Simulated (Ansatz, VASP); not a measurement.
# Cross-check of GeF2 between VASP and Ansatz

Wanted: the spread between two codes on one cell, functional and k mesh. The cell is taken from a series of runs on this material, whose earlier steps may have relaxed, scaled, displaced or heated it; both programs get it as it stands.

Program: Ansatz 0.2.0. Level of theory: plane waves, with VASP 6.6.1 beside it; single point at PBEsol. Results are calculated unless marked as measured.

**1. The starting structure**

The cell holds 3 atoms: 1 Ge and 2 F. Its edges and angles: a = 3.300 Å, b = 3.300 Å, c = 20.000 Å, α = 90.0°, β = 90.0°, γ = 120.0°. Vacuum lies along c.

**2. Ansatz: single point, PBEsol, pair 1**

Ansatz runs on its default PAW (the set named soft_2) files.

A single point gives forces, pressure and levels at one fixed geometry, so differences don't come from the geometry; what else differs is listed under the comparison.

Input file input.yaml:

```yaml
crystal:
  lattice:
    - [3.3, 0.0, 0.0]
    - [-1.65, 2.85788, 0.0]
    - [0.0, 0.0, 20.0]
  atoms:
    - { symbol: Ge, position: [0.0, 0.0, 0.5] }
    - { symbol: F, position: [0.333333, 0.666667, 0.5475] }
    - { symbol: F, position: [0.666667, 0.333333, 0.4525] }
  periodic: [true, true, false]
kpoints:
  mp_grid: { grid: [6, 6, 1] }
hamiltonian:
  xc: pbesol
scf:
  occupations: { method: gaussian, width: 0.1 }
output:
  forces: true
  stress: true
  eigenvalues: true
```

Launch:

```sh
$ ansatz run input.yaml --threads 8 --pin off --max-ram 14336MiB --backend cpu --events-out ev --progress --plain --runs-dir out
```

Numbers of over 12 decimals in the logs are rounded to 6 here.

The log of the run:

```text
Warning: crystal.periodic: the lattice vector that does not repeat stood 0.000° off the slab's normal, 20.000 Å along it as the deck builds it. The run solves the slab on a vector along the normal, 27.600 Å long, with every atom where it was (on the deck's vector they left 18.10 Å outside them, and the widest stretch free of ions among them is 0.95 Å). A fractional position that the run reports is one of the run's ce [...]
Warning: the atoms were moved onto the symmetric positions of the space group found under crystal.symmetry.tolerance 1.0e-5 (fractional; no operation is sought that the atoms, as they stand in a round, miss by more than twice it, and no atom is moved by as much as it), and the run uses the moved positions. Before a round's move an operation carried an atom to 3.30e-6 Å from where it should land, the largest such dist [...]
crystal.periodic: the lattice vector that does not repeat stood 0.000° off the slab's normal, 20.000 Å along it as the deck builds it. The run solves the slab on a vector along the normal, 27.600 Å long, with every atom where it was (on the deck's vector they left 18.10 Å outside them, and the widest stretch free of ions among them is 0.95 Å). A fractional position that the run reports is one of the run's cell, which [...]
Engine: ansatz 0.2.0, x86_64-unknown-linux-gnu
Pseudopotentials: kind: paw
Pseudopotential: Ge, paw, valence charge 14, recommended cutoff 420 eV (normal), Ge.paw.azcp
Pseudopotential: F, paw, valence charge 7, recommended cutoff 420 eV (normal), F.paw.azcp
Functional definition: PBEsol
  exchange = pbesol_x
  correlation = pbesol_c
Crystal: 3 atoms, lattice volume = 260.296 Å³
Basis set: ecut = 420 eV, 5157 PW (Γ), exchange–correlation on 48×48×384 points (8 copies of the dense FFT grid, shifted against one another)
Bands: 18, of which v1, the nominal top of the filled ones, is band 14 counted from 1 (13 counted from 0)
Symmetry: 12 space group operations
Space group: P-3m1 (ITA 164), of the structure as read, at distance tolerance 6.4e-5 Å
k-points: 7 of 36
Non-local potential: Ge, projectors of the file, l = 0: 2, l = 1: 2, l = 2: 3, l = 3: 1
Non-local potential: F, projectors of the file, l = 0: 2, l = 1: 2, l = 2: 1
PAW form: soft (Blöchl's): semilocal exchange-correlation on the pseudo side does not see the compensation charge
PAW frozen core: Ge, regenerated for the run's functional, and the local potential with it (the file was generated under x = pbe(κ = 0.804, μ = 0.219515), c = pbe(β = 0.066725))
PAW frozen core: F, regenerated for the run's functional, and the local potential with it (the file was generated under x = pbe(κ = 0.804, μ = 0.219515), c = pbe(β = 0.066725))
PAW one-centre angular grid: Ge, 590 points (default); XC on 64 Gauss nodes
PAW one-centre angular grid: F, 110 points (default); XC on 64 Gauss nodes
Initial density: superposition of atomic densities (neutral atoms: chi_scale 0, normalization atom), corrected by the library's trained network
Initial wavefunctions: pseudopotential atomic-orbital guess
Functional: x = pbesol(κ = 0.804, μ = 0.123457), c = pbesol(β = 0.046)
SCF iter   1: F=—  HF=-5853.824348 eV  |F-HF|=—  |Δ(HF+E_count)|=         —  Δρ=3.40e-3  dr2=4.15e-2  ethr=1.77e-3  ⟨swp⟩=9.0  Hψ=864  notcnv=0
preconditioner: auto → none  [insulator: Δε(μ)=1.821 eV  Ē_g=20.669 eV  σ=0.100 eV  W_gap=1.00  n_scr=16 (ndim 8)  ℏωp=12.2 eV  f_vac=0.825  D(μ)=0.00/eV (n_scr^D=0)  ε∞_Penn≈1.3]
SCF iter   2: F=—  HF=-5853.817374 eV  |F-HF|=—  |Δ(HF+E_count)|=   6.97e-3  Δρ=1.58e-3  dr2=7.41e-3  ethr=1.48e-4  ⟨swp⟩=2.7  Hψ=294  notcnv=0
SCF iter   3: F=—  HF=-5853.819013 eV  |F-HF|=—  |Δ(HF+E_count)|=   1.64e-3  Δρ=1.19e-3  dr2=2.37e-3  ethr=2.65e-5  ⟨swp⟩=2.9  Hψ=238  notcnv=0
SCF iter   4: F=—  HF=-5853.819256 eV  |F-HF|=—  |Δ(HF+E_count)|=   2.42e-4  Δρ=1.86e-4  dr2=6.09e-5  ethr=8.47e-6  ⟨swp⟩=2.7  Hψ=220  notcnv=0
SCF iter   5: F=—  HF=-5853.819304 eV  |F-HF|=—  |Δ(HF+E_count)|=   4.85e-5  Δρ=3.44e-5  dr2=1.55e-6  ethr=2.17e-7  ⟨swp⟩=3.1  Hψ=275  notcnv=0
SCF iter   6: F=-5853.819307 eV  HF=-5853.819307 eV  |F-HF|=6.72e-8  |Δ(HF+E_count)|=   2.62e-6  Δρ=6.64e-6  dr2=3.89e-8  ethr=3.57e-10  ⟨swp⟩=11.7  Hψ=962  notcnv=0
SCF 1 converged in 6 iterations: F = -5853.819307 eV  dr2 = 3.89e-8
  greatest PAW one-centre occupation: 0.999 electrons in one spin orbital (limit 2), on the Ge atom at site 0 (counted from 0), in its partial waves of l = 2
SCF converged after 6 iterations
Free energy (F): -5853.819307 eV
Harris-Foulkes:  -5853.819307 eV  (|F-HF|=6.72e-8)
Internal energy: -5853.819307 eV  (E = F + TS)
E sigma→0 (E₀):  -5853.819307 eV
Fermi energy:    -4.539074 eV
--- Per-component energies (eV) ---
  E_band       = -567.924067
  E_kinetic    = 525.185368
  E_local      = -48332.332298  (includes V_loc(G=0)·N_el)
  E_nonlocal   = 560.964812
  E_hartree    = 23687.150740
  E_xc         = -233.240810
  E_vxc        = -268.456924  (∫ρ·V_xc dr)
  E_paw        = -2357.125413  (= ΣΔE_a)
  E_vpaw       = -427.588957  (= ΣTr[D̂ρ^β])
  E_aug_tail   = 0.003951  (compensation charges beyond the density's cutoff)
  E_ewald      = 20294.571522
  E_core_change = 1.002821  (= ΣΔE_core)
  E_smearing   = -0.000000  (= −TS)
  E_closure    = 0.000000  (closes the sum)
  Σ components = -5853.819307   (vs F -5853.819307, Δ=0.00e0)
--- Forces (eV/Å), atoms counted from 1 ---
  atom   1  Ge     0.00000000     0.00000000     0.00000000
  atom   2  F      0.00000000     0.00000000     1.32436160
  atom   3  F     -0.00000000    -0.00000000    -1.32436160
  max |Σ_I F_I| component: 3.70e-17 eV/Å
--- 2D stress c σ (N/m, compression-positive) ---
       10.274453      -0.000000       0.000000
        0.000000      10.274453       0.000000
        0.000000       0.000000       0.000000
  P = ½ c Tr σ = 10.2745 N/m
--- Band table (eV; the first three rows and the last of 7) ---
  k-point 0: bands = [... 10 lower, -10.7691, -10.7691, -10.1412, -8.2359, -3.6429, -0.2651 (-0.2707°), -0.0686, 0.5481]
  k-point 1: bands = [... 10 lower, -10.7969, -10.5174, -10.0015, -7.4097, -3.0033, -0.2227 (-0.2228°), 0.4359, 0.5712]
  k-point 2: bands = [... 10 lower, -10.7596, -10.4260, -10.0374, -6.2874, -2.1279, -0.4156, 1.7363, 1.9018]
  k-point 6: bands = [... 10 lower, -11.4670, -10.0981, -10.0981, -5.4391, -0.3373, 0.2408, 0.2408, 4.4291]
  ° read free of the cell's end (the report's vacuum.weakly_bound_levels)
```

The column dr2 measures how far the density is from self-consistency, as an energy; F and HF (Harris–Foulkes) agree once it is small.

**3. VASP: single point, PBEsol, pair 1**

The same cell, functional, mesh and smearing now go to VASP, with its own data sets.

Lines of VASP's logs that name or quote its potential files are left out, and so is its time.

Input file INCAR:

```
SYSTEM = GeF2
PREC = Accurate
ENCUT = 520
EDIFF = 1E-06
NELM = 120
ISMEAR = 0
SIGMA = 0.1
LREAL = .FALSE.
ALGO = Normal
GGA = PS
NBANDS = 20
LORBIT = 11
LWAVE = .FALSE.
LCHARG = .FALSE.
ISIF = 2
LDIPOL = .TRUE.
IDIPOL = 3
DIPOL = 0.5 0.5 0.5
LVHAR = .TRUE.
LASPH = .TRUE.
GGA_COMPAT = .FALSE.
EFERMI = MIDGAP
NELMDL = -8
KPAR = 2
```

Input file POSCAR:

```
GeF2
1.0
    3.3000000000      0.0000000000      0.0000000000
   -1.6500000000      2.8578800000      0.0000000000
    0.0000000000      0.0000000000     20.0000000000
Ge F
1 2
Direct
    0.0000000000      0.0000000000      0.5000000000
    0.3333333333      0.6666666667      0.5475000000
    0.6666666667      0.3333333333      0.4525000000
```

Input file KPOINTS:

```
Automatic mesh
0
Gamma
6 6 1
0 0 0
```

The projector-augmented-wave data sets are Ge_d and F (PBE family, release 64).

Launch:

```sh
$ mpirun -np 2 vasp_std
```

The log of the run:

```text
[banner, memory and clock lines left out]
running    2 mpi-ranks, on    1 nodes
 distrk:  each k-point on    1 cores,    2 groups
 distr:  one band on    1 cores,    1 groups

 POSCAR found type information on POSCAR GeF
 POSCAR found :  2 types and       3 ions
|                                                                             |
|               ----> ADVICE to this user running VASP <----                  |
|                                                                             |
|     You enforced a specific xc type in the INCAR file but a different       |
|     [... a line on the potential file left out ...]
|     I HOPE YOU KNOW WHAT YOU ARE DOING!                                     |
|                                                                             |

 LDA part: xc-table for (Slater+PW92), standard interpolation
 POSCAR, INCAR and KPOINTS ok, starting setup
 FFT: planning ... GRIDC
 FFT: planning ... GRID_SOFT
 FFT: planning ... GRID
 WAVECAR not read
 entering main loop
       N       E                     dE             d eps       ncg     rms          rms(c)
DAV:   1     0.273137042905E+03    0.27314E+03   -0.13330E+04   320   0.157E+03
DAV:   2     0.251658112062E+02   -0.24797E+03   -0.22895E+03   352   0.434E+02
DAV:   3    -0.138255976501E+02   -0.38991E+02   -0.38866E+02   368   0.152E+02
DAV:   4    -0.149877132932E+02   -0.11621E+01   -0.11612E+01   360   0.312E+01
DAV:   5    -0.150209733323E+02   -0.33260E-01   -0.33258E-01   372   0.508E+00
DAV:   6    -0.150212428681E+02   -0.26954E-03   -0.26953E-03   412   0.408E-01
DAV:   7    -0.150212510790E+02   -0.82109E-05   -0.82110E-05   376   0.594E-02
DAV:   8    -0.150212512451E+02   -0.16614E-06   -0.16619E-06   300   0.790E-03    0.656E+00
DAV:   9    -0.138801375438E+02    0.11411E+01   -0.59270E+00   372   0.289E+01    0.233E+00
DAV:  10    -0.138796052163E+02    0.53233E-03   -0.22130E-01   296   0.426E+00    0.143E+00
DAV:  11    -0.138763445118E+02    0.32607E-02   -0.53590E-02   320   0.396E+00    0.282E-01
DAV:  12    -0.138751927886E+02    0.11517E-02   -0.93372E-03   432   0.226E+00    0.768E-02
DAV:  13    -0.138754046503E+02   -0.21186E-03   -0.14311E-03   312   0.401E-01    0.326E-02
DAV:  14    -0.138753335352E+02    0.71115E-04   -0.10181E-04   376   0.250E-01    0.159E-02
DAV:  15    -0.138753107005E+02    0.22835E-04   -0.32866E-05   356   0.195E-01    0.756E-03
DAV:  16    -0.138754812868E+02   -0.17059E-03   -0.39330E-05   344   0.419E-02    0.806E-03
DAV:  17    -0.138755893246E+02   -0.10804E-03   -0.81183E-06   340   0.648E-02    0.355E-03
DAV:  18    -0.138756521221E+02   -0.62798E-04   -0.41166E-06   284   0.108E-02    0.165E-03
DAV:  19    -0.138756829396E+02   -0.30817E-04   -0.99070E-07   288   0.166E-02    0.103E-03
DAV:  20    -0.138756932224E+02   -0.10283E-04   -0.42394E-07   272   0.953E-03    0.322E-04
DAV:  21    -0.138756981700E+02   -0.49476E-05   -0.23564E-07   280   0.713E-03    0.319E-04
DAV:  22    -0.138756995503E+02   -0.13803E-05   -0.35791E-08   260   0.439E-03    0.157E-04
DAV:  23    -0.138757013624E+02   -0.18121E-05   -0.51586E-08   284   0.117E-03    0.235E-04
DAV:  24    -0.138757016508E+02   -0.28838E-06   -0.48034E-09   248   0.136E-03
   1 F= -.13875702E+02 E0= -.13875702E+02  d E =-.674302E-37
```

OUTCAR, selected parts (step 3):

```text
ion  position               nearest neighbor table
   1  0.000  0.000  0.500-   2 2.13   3 2.13   3 2.13   2 2.13   3 2.13   2 2.13
   2  0.333  0.667  0.547-   1 2.13   1 2.13   1 2.13
   3  0.667  0.333  0.453-   1 2.13   1 2.13   1 2.13

  LATTYP: Found a hexagonal cell.
 ALAT       =     3.3000000000
 C/A-ratio  =     6.0606060606

 Subroutine GETGRP returns: Found 12 space group operations
 (whereof 12 operations were pure point group operations)

The static configuration has the point symmetry D_3d.

 Found      7 irreducible k-points:

   k-points           NKPTS =      7   k-points in BZ     NKDIM =      7   number of bands    NBANDS=     20

   dimension x,y,z NGX =    28 NGY =   28 NGZ =  150
   dimension x,y,z NGXF=    56 NGYF=   56 NGZF=  300

   ENCUT  =  520.0 eV  38.22 Ry    6.18 a.u.   6.14  6.14 37.19*2*pi/ulx,y,z

   NELECT =      28.0000    total number of electrons

 k-points in reciprocal lattice and weights: Automatic mesh
   0.00000000  0.00000000  0.00000000       0.028
   0.16666667 -0.00000000  0.00000000       0.167
   0.33333333 -0.00000000  0.00000000       0.167
   0.50000000 -0.00000000  0.00000000       0.083
   0.16666667  0.16666667  0.00000000       0.167
   0.33333333  0.16666667  0.00000000       0.333
   0.33333333  0.33333333  0.00000000       0.056

 dipolmoment           0.000000      0.000000     -0.000000 electrons x Angstroem

 average (electrostatic) potential at core
       1 -82.3422       2 -83.5775       3 -83.5775

 E-fermi :  -2.7028

 k-point     1 :       0.0000    0.0000    0.0000
  band No.  band energies     occupation
    ...
     10      -9.0339      2.00000
     11      -8.9277      2.00000
     12      -8.9277      2.00000
     13      -8.2963      2.00000
     14      -6.4074      2.00000
     15      -1.8071      0.00000
     16       1.5606      0.00000
     17       1.8457      0.00000
     18       2.2017      0.00000
     19       3.0010      0.00000
    ...

 k-point     2 :       0.1667   -0.0000    0.0000
  band No.  band energies     occupation
    ...
     10      -9.4966      2.00000
     11      -8.9535      2.00000
     12      -8.6746      2.00000
     13      -8.1547      2.00000
     14      -5.5779      2.00000
     15      -1.1672      0.00000
     16       1.6161      0.00000
     17       2.3369      0.00000
     18       2.3504      0.00000
     19       2.8417      0.00000
    ...

 k-point     3 :       0.3333   -0.0000    0.0000
  band No.  band energies     occupation
    ...
     10      -9.9878      2.00000
     11      -8.9131      2.00000
     12      -8.5827      2.00000
     13      -8.1895      2.00000
     14      -4.4509      2.00000
     15      -0.2982      0.00000
     16       1.4175      0.00000
     17       3.5674      0.00000
     18       3.7654      0.00000
     19       3.7976      0.00000
    ...

  Total        6.0900159      6.0899996      2.4622148     -0.0000000      0.0000000      0.0000000
  in kB       51.7298339     51.7296952     20.9145535     -0.0000000      0.0000000      0.0000000
  external PRESSURE =      41.4580275 kB  Pullay stress =       0.0000000 kB

  energy-cutoff  :      520.00
  volume of cell :      188.62
      direct lattice vectors                 reciprocal lattice vectors
     3.300000000  0.000000000  0.000000000     0.303030303  0.174954862  0.000000000
    -1.650000000  2.857880000  0.000000000     0.000000000  0.349909723  0.000000000
     0.000000000  0.000000000 20.000000000     0.000000000  0.000000000  0.050000000

 POSITION                                       TOTAL-FORCE (eV/Angst)
 -----------------------------------------------------------------------------------
      0.00000      0.00000     10.00000        -0.000000      0.000000      0.000000
     -0.00000      1.90525     10.95000         0.000000      0.000000      1.351254
      1.65000      0.95263      9.05000        -0.000000      0.000000     -1.351254
 -----------------------------------------------------------------------------------
    total drift:                                0.000000      0.000000     -0.000000

  FREE ENERGIE OF THE ION-ELECTRON SYSTEM (eV)
  ---------------------------------------------------
  free  energy   TOTEN  =       -13.8757016508 eV

  energy  without entropy=      -13.8757016508  energy(sigma->0) =      -13.87570165

 vacuum level on the upper side and lower side of the slab         1.850         1.850

 total charge
# of ion       s       p       d       tot
------------------------------------------
    1        1.494   0.511  10.106  12.110
    2        1.751   4.331   0.000   6.082
    3        1.751   4.331   0.000   6.082
--------------------------------------------------
tot          4.996   9.173  10.106  24.275

[... 3 further parts left out ...]
```

The run ends at a pressure of 4.15 GPa, with forces up to 1.4 eV/Å.

**4. Side by side**

Known differences besides the potentials themselves: Ansatz cuts the interaction across the vacuum, VASP repeats the sheet with a dipole correction; the cutoff is 420 eV in Ansatz and 520 eV in VASP; Ansatz makes its cores anew for this functional, VASP keeps those of its PBE data sets. Total energies have different zeros and are not compared.

Compared:

```csv
quantity,Ansatz,VASP,difference
gap on the k mesh (eV),1.796,1.791,+0.005
```

Forces (eV/Å; atoms numbered as in POSCAR):

```csv
atom,"Ansatz x, y, z","VASP x, y, z"
Ge1,"0.000, 0.000, 0.000","0.000, 0.000, 0.000"
F2,"0.000, 0.000, 1.324","0.000, 0.000, 1.351"
F3,"0.000, 0.000, -1.324","0.000, 0.000, -1.351"
```

The forces differ by 13 meV/Å r.m.s., which is 2.0 % of the r.m.s. force of 0.637 eV/Å (both taken over all components). A gap on the mesh is an upper bound, since the band edges may lie between its points. With vacuum in the cell, a pressure given here is an average over mostly empty space and none of the material.

**5. VASP: single point, PBEsol, pair 2**

With cell and atoms fixed, the geometry can't cause a difference; cores, projectors, grids and the points listed under the comparison can. This pair takes another cell of the material, with 6 atoms against 3 for the pair before.

INCAR, as its differences from that of step 3:

```diff
@@ -6,3 +6,3 @@
 ISMEAR = 0
-SIGMA = 0.1
+SIGMA = 0.02
 LREAL = .FALSE.
@@ -10,3 +10,3 @@
 GGA = PS
-NBANDS = 20
+NBANDS = 34
 LORBIT = 11
@@ -17,3 +17,3 @@
 IDIPOL = 3
-DIPOL = 0.5 0.5 0.5
+DIPOL = 0.5 0.5 0.362
 LVHAR = .TRUE.
```

Input file POSCAR:

```
GeF2
1.0
    3.5372703465      0.0000000000      0.0000000000
    0.0000000000      6.1267319602      0.0000000000
    0.0000000000      0.0000000000     27.6000000000
Ge F
2 4
Direct
    1.0000000000      0.9990432576      0.3622889868
    0.5000000000      0.5009567424      0.3623486943
    1.0000000000      0.3398576739      0.3975248211
    0.5000000000      0.8268089928      0.3974181143
    0.5000000000      0.1601423261      0.3271128601
    1.0000000000      0.6731910072      0.3272195668
```

Input file KPOINTS:

```
Automatic mesh
0
Gamma
6 4 1
0 0 0
```

Launch:

```sh
$ mpirun -np 2 vasp_std
```

The log of the run:

```text
[banner, memory and clock lines left out]
running    2 mpi-ranks, on    1 nodes
[...]
[... a notice as in an earlier step ...]

 LDA part: xc-table for (Slater+PW92), standard interpolation
 POSCAR, INCAR and KPOINTS ok, starting setup
[...]
entering main loop
       N       E                     dE             d eps       ncg     rms          rms(c)
DAV:   1     0.577119916528E+03    0.57712E+03   -0.24638E+04  1016   0.156E+03
DAV:   2     0.911814460833E+02   -0.48594E+03   -0.47670E+03  1228   0.352E+02
DAV:   3    -0.260481149381E+02   -0.11723E+03   -0.11628E+03  1064   0.188E+02
DAV:   4    -0.314150054489E+02   -0.53669E+01   -0.53518E+01  1098   0.495E+01
[...]
DAV:  24    -0.286306058474E+02   -0.14480E-05   -0.33394E-08   648   0.116E-03    0.102E-04
DAV:  25    -0.286306068680E+02   -0.10206E-05   -0.22295E-08   642   0.803E-04    0.570E-05
DAV:  26    -0.286306074804E+02   -0.61234E-06   -0.13273E-08   624   0.629E-04
   1 F= -.28630607E+02 E0= -.28630607E+02  d E =0.000000E+00
```

From OUTCAR (step 5):

```text
  Total       -0.0346621     -0.0066246     -0.1465032      0.0000000      0.0002038      0.0000000
  in kB       -0.0928451     -0.0177445     -0.3924202      0.0000000      0.0005459      0.0000000
  external PRESSURE =      -0.1676699 kB  Pullay stress =       0.0000000 kB

 POSITION                                       TOTAL-FORCE (eV/Angst)
 -----------------------------------------------------------------------------------
      0.00000      6.12087      9.99918         0.000000     -0.058277     -0.003325
      1.76864      3.06923     10.00082         0.000000      0.058277      0.003325
      0.00000      2.08222     10.97169         0.000000      0.113147      0.017113
      1.76864      5.06564     10.96874         0.000000     -0.113402      0.009956
      1.76864      0.98115      9.02831         0.000000     -0.113147     -0.017113
      0.00000      4.12446      9.03126         0.000000      0.113402     -0.009956
 -----------------------------------------------------------------------------------
    total drift:                                0.000000      0.000017      0.000352

  FREE ENERGIE OF THE ION-ELECTRON SYSTEM (eV)
  ---------------------------------------------------
  free  energy   TOTEN  =       -28.6306074804 eV

  energy  without entropy=      -28.6306074804  energy(sigma->0) =      -28.63060748

[... 3 further parts left out ...]
[key lines of the parts left out:]
E-fermi :  -4.2284
```

The run ends at a pressure of -0.02 GPa, with forces up to 0.11 eV/Å.

(Part 1 of 2 ends here.)

[Lines on the potential files, build, host, timing and source positions are cut from VASP's logs without a mark.]

[Logs are printed without paths, hosts, clocks, repeated set-up lines and the standing remarks that a program may print on its own settings, such as how far it seeks lower states.]

[Hosts, paths, dates, database ids (printed as entryN), source tags and the programs' standing remarks are cut or masked in the printed files.]
